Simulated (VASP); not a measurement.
```
SnGe
1.0
    3.53344     0.00000     0.00000
    0.00000     3.53344     0.00000
    0.00000     0.00000     3.53344
Ge Sn
1 1
Direct
  0.00000   0.00000   0.00000
  0.50000   0.50000   0.50000
```

The numbers are results of PBEsol GGA, VASP's PBE PAW potentials (set 64) (plane waves; VASP 6.6.1), not measurements. Settings: 400 eV cut-off, Gaussian smearing of 0.050 eV, potentials Ge_d Sn_d.

Give the energies of bands 11 to 17 at the high-symmetry points, in eV from the Fermi level.

```tsv
band	Γ	X	M	R
11	-12.35	-9.62	-7.57	-6.40
12	-2.46	-8.92	-6.35	-4.35
13	-0.55	2.01	-5.02	-1.78
14	-0.55	2.23	-5.02	-1.78
15	-0.55	2.23	3.17	-1.78
16	4.13	2.96	5.10	-1.62
17	4.13	3.23	6.11	-1.62
```

It has no gap at this level: it comes out as a metal or semimetal.

The structure was generated: GeSn was put into the CsCl type type (Pm-3m), which need not be its known phase. It was relaxed first, which changed the volume by +16 %. VASP warned that the highest band is occupied, so more bands are needed.
